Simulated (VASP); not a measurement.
```
C
1.0
    1.23000    -2.13042     0.00000
    1.23000     2.13042     0.00000
    0.00000     0.00000     6.71000
C
4
Direct
  0.00000   0.00000   0.25000
  0.00000   0.00000   0.75000
  0.33333   0.66667   0.25000
  0.66667   0.33333   0.75000
```

The base run (VASP): PBE GGA, plane waves, VASP's PBE PAW potentials (set 64). Run with 520 eV cut-off, 13×13×4 Γ-centred mesh, first-order Methfessel-Paxton smearing of 0.10 eV, potentials C.

The base run took about 9 core-seconds. The timings are rough (shared machines, no repeats); factors under 2 mean little.

Pressures at a finite cut-off, here 520 eV, hold a Pulay part, which wasn't tested here.

```tsv
setting	cost over the base run	electronic steps	pressure (GPa)
base run	reference	11	3.59
IVDW = 11	within a factor of 2	11	2.68
GGA = 91	within a factor of 2	11	3.10
GGA = AM	within a factor of 2	13	1.02
AGGAC = 0.0, GGA = BO, LUSE_VDW = .TRUE., PARAM1 = 0.1833333333, PARAM2 = 0.22	about 2 times	12	2.04
GGA removed, LMIXTAU = .TRUE., METAGGA = SCAN	about 9 times	30	-2.08
GGA removed, LMIXTAU = .TRUE., METAGGA = TPSS	(withheld)	30	(withheld)
```

Question: Some entries are withheld; supply them.

Answer: 
- GGA removed, LMIXTAU = .TRUE., METAGGA = TPSS, cost over the base run: about 10 times
- GGA removed, LMIXTAU = .TRUE., METAGGA = TPSS, pressure (GPa): 2.63

Left out are runs that failed, have no time on record or changed the cell.

The compound is C in the graphite structure. The cell was not relaxed at this level.
